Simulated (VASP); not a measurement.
Here is a VASP 6.6.1 calculation.

The input INCAR:

```
SYSTEM = Ba2Tl5V3O12
PREC = Accurate
ENCUT = 520
EDIFF = 1E-6
ISMEAR = -1
SIGMA = 0.05
LREAL = .FALSE.
LASPH = .TRUE.
NELM = 100
ALGO = Normal
ISIF = 2
LWAVE = .FALSE.
LCHARG = .TRUE.
ISPIN = 2
MAGMOM = 0 0 2 2 2 0 0 0 0 0 0 0 0 0 0 0 0 0 0 0 0 0
LORBIT = 11
LMAXMIX = 4
GGA = PE
LVHAR = .TRUE.
KPAR = 4
```

KPOINTS

```
Automatic mesh
0
G
  5 5 2
  0 0 0
```

POSCAR

```
Ba2Tl5V3O12
1.0
    6.0437000000      0.0954900000     -0.4538500000
   -2.5758800000      5.5423000000      0.0296100000
   -1.2131500000     -2.0613200000     13.9219600000
Ba V Tl O
2 3 5 12
Direct
    0.8825100000      0.0156100000      0.4732000000
    0.5788600000      0.7968800000      0.8892200000
    0.2693600000      0.1058000000      0.9846800000
    0.1162900000      0.5582000000      0.3391400000
    0.6080700000      0.3069600000      0.6655200000
    0.4836100000      0.2899100000      0.3837300000
    0.0831100000      0.0748500000      0.7486900000
    0.7727900000      0.8939800000      0.1771900000
    0.2979100000      0.6659900000      0.6010700000
    0.9720100000      0.4663600000      0.0474000000
    0.0245800000      0.0564700000      0.0435400000
    0.1636900000      0.8697500000      0.8875400000
    0.3358500000      0.3728900000      0.9381800000
    0.5330800000      0.1024200000      0.0489200000
    0.4267400000      0.6776200000      0.4006300000
    0.9519700000      0.6420200000      0.4121100000
    0.0069600000      0.2404100000      0.3256500000
    0.0837300000      0.6486500000      0.2303200000
    0.8589000000      0.3321400000      0.6165200000
    0.6367300000      0.5816300000      0.7239000000
    0.5634300000      0.0992000000      0.7442300000
    0.3498400000      0.2022600000      0.5686200000
```

Potentials or basis: VASP PAW PBE potentials, release 64 (Ba_sv, V_sv, Tl_d, O).

Command:

```bash
$ cat potpaw_PBE.64/Ba_sv/POTCAR potpaw_PBE.64/V_sv/POTCAR potpaw_PBE.64/Tl_d/POTCAR potpaw_PBE.64/O/POTCAR > POTCAR
$ mpirun -np 4 vasp_std > vasp.out
```

(1) What does it give for the pressure?

(2) Estimate the band gap on the k mesh.

Results:

(1) 0.5 GPa.

(2) 3.02 eV, indirect (least direct gap 3.03 eV).

Caveat: spin-orbit coupling is left out, which as a rule narrows the gap of such compounds by several tenths of an eV; an odd mesh through Γ misses points on the zone boundary, where band edges often lie.
